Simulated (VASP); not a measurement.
Here is a VASP 6.6.1 calculation.

Contents of INCAR:

```
SYSTEM = NaPN
  PREC = Accurate
  ENCUT = 520
  EDIFF = 1E-6
  ISMEAR = 1
  SIGMA = 0.15
  LREAL = .False.
  LASPH = .True.
  NELM = 80
  ALGO = Normal
  ISIF = 2
  LWAVE = .False.
  LCHARG = .False.
  GGA = PE
  NBANDS = 26
```

KPOINTS

```
Automatic mesh
0
Gamma
  3 4 3
  0 0 0
```

Contents of POSCAR:

```
NaPN
1.0
    5.2848860000     -1.0077000000     -0.1449440000
   -0.8245210000      4.0504760000     -0.2062860000
   -0.1447050000      0.3582370000      5.0071750000
Na P N
2 2 2
Direct
    0.3853236706      0.4732245462      0.2293984039
    0.6352766554      0.2946767506      0.7884422309
    0.8691021666      0.4077902996      0.2612640010
    0.9091612756      0.9540318114      0.5189968152
    0.1781854259      0.5359846057      0.7611906971
    0.2150072740      0.8168475277      0.5285649540
```

Potentials or basis: VASP PAW PBE potentials, release 64 (Na_pv, P, N).

Run with:

```sh
$ cat potpaw_PBE.64/Na_pv/POTCAR potpaw_PBE.64/P/POTCAR potpaw_PBE.64/N/POTCAR > POTCAR
$ mpirun -np 1 vasp_std > vasp.out
```

Q: What does it give for the largest force?

A: 4.231 eV/Å.

Q: Predict the band gap on the k mesh.

A: None (metal or under the smearing width).

Q: What does it give for the pressure?

A: -4.8 GPa.

Stress tensor (GPa, compression positive):
```
  1.28   1.17  -1.80
  1.17 -13.60   7.17
 -1.80   7.17  -1.97
```

Caveat: the k mesh is coarse (spacing up to 0.42 Å⁻¹), so the values aren't converged.
